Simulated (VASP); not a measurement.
Method: PBE GGA, VASP's PBE PAW potentials (set 64) (plane waves; VASP).

VASP ran on this input.

INCAR:
```
# general
SYSTEM  = AuZn
PREC    = Accurate
ENCUT   = 400
LREAL   = F
LASPH   = T

# electronic loop
EDIFF   = 1E-6   # SCF stop (eV)
NELM    = 100   # most electronic steps
ALGO    = Normal   # blocked Davidson
LMAXMIX = 6   # l cut-off of mixed one-centre charges

# smearing
ISMEAR  = 1   # Methfessel-Paxton
SIGMA   = 0.1   # width (eV)

# functional
GGA     = PE   # PBE

# ions
IBRION  = 2
NSW     = 60
ISIF    = 3   # ions, shape and volume
EDIFFG  = -0.01

# output
LWAVE   = F
LCHARG  = F
```

**KPOINTS**
```
Automatic mesh
0
Gamma
10 10 10
0 0 0
```

File POSCAR:
```
AuZn
1
    3.1830936767     0.0000000000     0.0000000000
    0.0000000000     3.1830936767     0.0000000000
    0.0000000000     0.0000000000     3.1830936767
Zn Au
1 1
Direct
  0.5000000000   0.5000000000   0.5000000000
  0.0000000000   0.0000000000   0.0000000000
```

POTCAR, in this order: Zn Au (PBE.64 set). Program: vasp_std.

What VASP printed:

**OSZICAR**
```
       N       E                     dE             d eps       ncg     rms          rms(c)
DAV:   1     0.110226450687E+03    0.11023E+03   -0.10117E+04  1752   0.163E+03
DAV:   2    -0.171790655062E+01   -0.11194E+03   -0.10860E+03  1792   0.302E+02
DAV:   3    -0.517287762535E+01   -0.34550E+01   -0.34465E+01  1981   0.634E+01
DAV:   4    -0.519423728066E+01   -0.21360E-01   -0.21359E-01  2002   0.438E+00
DAV:   5    -0.519448120501E+01   -0.24392E-03   -0.24392E-03  2016   0.475E-01    0.780E+00
DAV:   6    -0.478120220872E+01    0.41328E+00   -0.14657E+00  1729   0.143E+01    0.503E+00
DAV:   7    -0.475683263690E+01    0.24370E-01   -0.32537E-02  2258   0.404E+00    0.273E+00
DAV:   8    -0.474851975457E+01    0.83129E-02   -0.10426E-02  1915   0.121E+00    0.152E-01
DAV:   9    -0.474855153739E+01   -0.31783E-04   -0.41648E-04  1878   0.242E-01    0.787E-02
DAV:  10    -0.474856261518E+01   -0.11078E-04   -0.51475E-05  2102   0.134E-01    0.180E-02
DAV:  11    -0.474856246324E+01    0.15193E-06   -0.14519E-05  1911   0.973E-02    0.412E-03
DAV:  12    -0.474856239582E+01    0.67425E-07   -0.28459E-07   994   0.126E-02
   1 F= -.47485624E+01 E0= -.47484602E+01  d E =-.474856E+01
```

### OUTCAR
```
------------------------ aborting loop because EDIFF is reached ----------------------------------------
  FORCE on cell =-STRESS in cart. coord.  units (eV):
  Direction    XX          YY          ZZ          XY          YZ          ZX
  --------------------------------------------------------------------------------------
  Total       -0.0076154     -0.0076154     -0.0076154     -0.0000000     -0.0000000      0.0000000
  in kB       -0.3783157     -0.3783157     -0.3783157     -0.0000000     -0.0000000      0.0000000
  external PRESSURE =      -0.3783157 kB  Pullay stress =       0.0000000 kB
  volume of cell :       32.25
      direct lattice vectors                 reciprocal lattice vectors
     3.183093677  0.000000000  0.000000000     0.314159777  0.000000000  0.000000000
     0.000000000  3.183093677  0.000000000     0.000000000  0.314159777  0.000000000
     0.000000000  0.000000000  3.183093677     0.000000000  0.000000000  0.314159777
 POSITION                                       TOTAL-FORCE (eV/Angst)
 -----------------------------------------------------------------------------------
      1.59155      1.59155      1.59155         0.000000      0.000000      0.000000
      0.00000      0.00000      0.00000         0.000000      0.000000      0.000000
 -----------------------------------------------------------------------------------
    total drift:                                0.000000      0.000000     -0.000000
  FREE ENERGIE OF THE ION-ELECTRON SYSTEM (eV)
  ---------------------------------------------------
  free  energy   TOTEN  =        -4.7485623958 eV

  energy  without entropy=       -4.7482558516  energy(sigma->0) =       -4.74846021

 reached required accuracy - stopping structural energy minimisation
```
(Selected blocks of OUTCAR.)

The compound is AuZn in the CsCl type structure. It was relaxed first. The start is the result of an earlier pass. The electron count is odd and the run is not spin-polarised, which forces a metal.
